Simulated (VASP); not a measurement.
Energy against volume of FePt (L1_0). Method: PBE GGA with D3 dispersion (Becke-Johnson damping), VASP's PBE PAW potentials (set 64) (plane waves; VASP). Numerical set-up: 520 eV cut-off, 13×13×10 Γ-centred mesh, first-order Methfessel-Paxton smearing of 0.10 eV, potentials Fe Pt.

Shape and ions are relaxed at each volume.

```json
[
 {"V (Å³/atom)": "12.760", "E (eV/atom)": "-7.90363"},
 {"V (Å³/atom)": "13.167", "E (eV/atom)": "-7.93279"},
 {"V (Å³/atom)": "13.574", "E (eV/atom)": "-7.94125"},
 {"V (Å³/atom)": "13.982", "E (eV/atom)": "-7.93288"}
]
```

Q: Fit these four points and predict the energy of the run at 14.389 Å³/atom.

A: A cubic in V^(−2/3), the third-order Birch-Murnaghan form, passes through the four points with V0 = 13.56 Å³/atom and B0 = 221 GPa, and gives -7.9109 eV/atom there. The run gave -7.9102 eV/atom, +0.8 meV/atom from the fit; all five points give B0 = 224 GPa.

The compound is FePt in the L1_0 structure. It was relaxed first.
